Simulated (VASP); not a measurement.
All values below come from PBE GGA, VASP's PBE PAW potentials (set 64) (plane waves; VASP 6.6.1).

VASP input:

### INCAR
```
! general
SYSTEM = NaF
PREC   = Accurate
ENCUT  = 520
LREAL  = .FALSE.   ! projection in real space or not
LASPH  = .TRUE.
ICHARG = 11

! electronic loop
EDIFF  = 1E-6
NELM   = 100
ALGO   = Normal

! smearing
ISMEAR = 0   ! Gaussian
SIGMA  = 0.05   ! width (eV)

! functional
GGA    = PE

! output
LWAVE  = .FALSE.
LCHARG = .FALSE.
```

### POSCAR
```
NaF
2.3460490
  0.0000000000   1.0000000265   1.0000000265
  1.0000000265   0.0000000000   1.0000000265
  1.0000000265   1.0000000265   0.0000000000
Na F
1 1
direct
  0.0000000000   0.0000000000   0.0000000000
  0.5000000000   0.5000000000   0.5000000000
```

### KPOINTS
```
k-points along high-symmetry lines
15
Line-mode
Reciprocal
  0.000000   0.000000   0.000000 ! GAMMA
  0.500000   0.000000   0.500000 ! X

  0.500000   0.000000   0.500000 ! X
  0.625000   0.250000   0.625000 ! U

  0.375000   0.375000   0.750000 ! K
  0.000000   0.000000   0.000000 ! GAMMA

  0.000000   0.000000   0.000000 ! GAMMA
  0.500000   0.500000   0.500000 ! L

  0.500000   0.500000   0.500000 ! L
  0.500000   0.250000   0.750000 ! W

  0.500000   0.250000   0.750000 ! W
  0.500000   0.000000   0.500000 ! X
```

POTCAR, in this order: Na_pv F (PBE.64 set). Program: vasp_std. Read from the step before: CHGCAR.

The run wrote:

File OSZICAR:
```
       N       E                     dE             d eps       ncg     rms          rms(c)
DAV:   1     0.106294731340E+03    0.10629E+03   -0.82213E+03  2010   0.154E+03
DAV:   2    -0.196431912058E+01   -0.10826E+03   -0.10027E+03  2105   0.364E+02
DAV:   3    -0.816485054104E+01   -0.62005E+01   -0.61785E+01  2277   0.866E+01
DAV:   4    -0.823259069438E+01   -0.67740E-01   -0.67728E-01  2162   0.970E+00
DAV:   5    -0.823331170179E+01   -0.72101E-03   -0.72100E-03  2254   0.103E+00
DAV:   6    -0.823332414653E+01   -0.12445E-04   -0.12445E-04  2186   0.136E-01
DAV:   7    -0.823332441770E+01   -0.27117E-06   -0.27117E-06  2187   0.195E-02
   1 F= -.82333244E+01 E0= -.82333244E+01  d E =-.170002E-16
```

File OUTCAR:
```
 val. band max:       -2.2421806369   @ k =   0.0000   0.0000   0.0000

 cond. band min:       3.8597238437   @ k =   0.0000   0.0000   0.0000



 k-point     1 :       0.0000    0.0000    0.0000
  band No.  band energies     occupation
      1     -21.3557      2.00000
      2     -21.3021      2.00000
      3     -21.3021      2.00000
      4     -21.3021      2.00000
      5      -2.2422      2.00000
      6      -2.2422      2.00000
      7      -2.2422      2.00000
      8       3.8597      0.00000
      9      16.4662      0.00000
     10      16.4662      0.00000
     11      16.4662      0.00000

 k-point     2 :       0.0357    0.0000    0.0357
  band No.  band energies     occupation
      1     -21.4273      2.00000
      2     -21.3027      2.00000
      3     -21.3027      2.00000
      4     -21.2273      2.00000
      5      -2.2734      2.00000
      6      -2.2475      2.00000
      7      -2.2475      2.00000
      8       3.9213      0.00000
      9      16.1935      0.00000
     10      16.4744      0.00000
     11      16.4744      0.00000

 k-point     3 :       0.0714    0.0000    0.0714
  band No.  band energies     occupation
      1     -21.5129      2.00000
      2     -21.3043      2.00000
      3     -21.3043      2.00000
      4     -21.1330      2.00000
      5      -2.3614      2.00000
      6      -2.2633      2.00000
      7      -2.2633      2.00000
      8       4.1006      0.00000
      9      15.6012      0.00000
     10      16.4985      0.00000
     11      16.4986      0.00000

 k-point     4 :       0.1071    0.0000    0.1071
  band No.  band energies     occupation
      1     -21.5890      2.00000
      2     -21.3071      2.00000
      3     -21.3071      2.00000
      4     -21.0445      2.00000
      5      -2.4919      2.00000
      6      -2.2884      2.00000
      7      -2.2884      2.00000
      8       4.3839      0.00000
      9      14.9311      0.00000
     10      16.5366      0.00000
...
```

The density is held fixed in this step, so its total energy and stress have no physical meaning.

The compound is NaF in the rock salt structure. It was relaxed first.
